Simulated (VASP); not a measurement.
Calculation: PBE GGA, VASP's PBE PAW potentials (set 64) (plane waves; VASP).

A VASP calculation is set up with these files.

File KPOINTS:
```
kpoints
0
gamma
 10 10 10
```

INCAR:
```
SYSTEM = Ce
EDIFF = 1E-6
LREAL = .False.   ! projection in real space or not
LCHARG = .False.
ALGO = Normal   ! blocked Davidson
GGA = PE   ! PBE
ISMEAR = -1
ISIF = 2   ! forces and stress, cell fixed
SIGMA = 0.1   ! width (eV)
LASPH = .True.   ! aspherical one-centre terms
LWAVE = .False.
LMAXMIX = 6
ENCUT = 300
NELM = 100
PREC = Accurate
```

File POSCAR:
```
Ce
4.7065380
  0.0000000000   0.5000000000   0.5000000000
  0.5000000000   0.0000000000   0.5000000000
  0.5000000000   0.5000000000   0.0000000000
Ce
1
Direct
  0.0000000000   0.0000000000   0.0000000000
```

POTCAR, in this order: Ce (PBE.64 set). Program: vasp_std.

### Question
What will the output report for the number of irreducible k-points (NKPTS), largest plane-wave count, number of space-group operations, FFT grid (NGX, NGY, NGZ)?

### Answer

- number of irreducible k-points (NKPTS): 47
- largest plane-wave count: 331
- number of space-group operations: 48
- FFT grid (NGX, NGY, NGZ): 20 × 20 × 20

The structure comes from a computed database's Ce entry; how it stands against other phases isn't given here. The cell was not relaxed at this level. The run is not spin-polarised, so no magnetic state was tried.
